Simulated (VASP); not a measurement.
Here is the system:

```xyz
2
Lattice="0.0000 3.0128 3.0128 3.0128 0.0000 3.0128 3.0128 3.0128 0.0000" Properties=species:S:1:pos:R:3 pbc="T T T"
Ca     0.0000     0.0000     0.0000
Se     3.0128     3.0128     3.0128
```

Computed with revPBE GGA, VASP's PBE PAW potentials (set 64) (plane waves; VASP 6.6.1). Run with 520 eV cut-off, Gaussian smearing of 0.050 eV, potentials Ca_sv Se.

### Question
Give the energies of bands 6 to 11 at the high-symmetry points, in eV from the valence-band maximum.

### Answer

```tsv
band	Γ	X	U	L	W
6	0.00	-2.36	-2.10	-3.04	-1.84
7	0.00	-0.87	-1.89	-1.07	-1.84
8	0.00	-0.87	-1.02	-1.07	-1.54
9	3.19	2.23	3.38	4.51	4.42
10	3.79	4.93	5.54	5.39	4.42
11	3.79	4.97	5.62	5.43	5.16
```

The gap is indirect, 2.23 eV, from the valence maximum at Γ to the conduction minimum at X.

Measured: gap 3.85 eV (computed value off by -1.62 eV), as given by Abedi et al., (2022), arXiv:2211.14644.

The compound is CaSe in the rock salt structure. It was relaxed first, which changed the volume by +5 %.
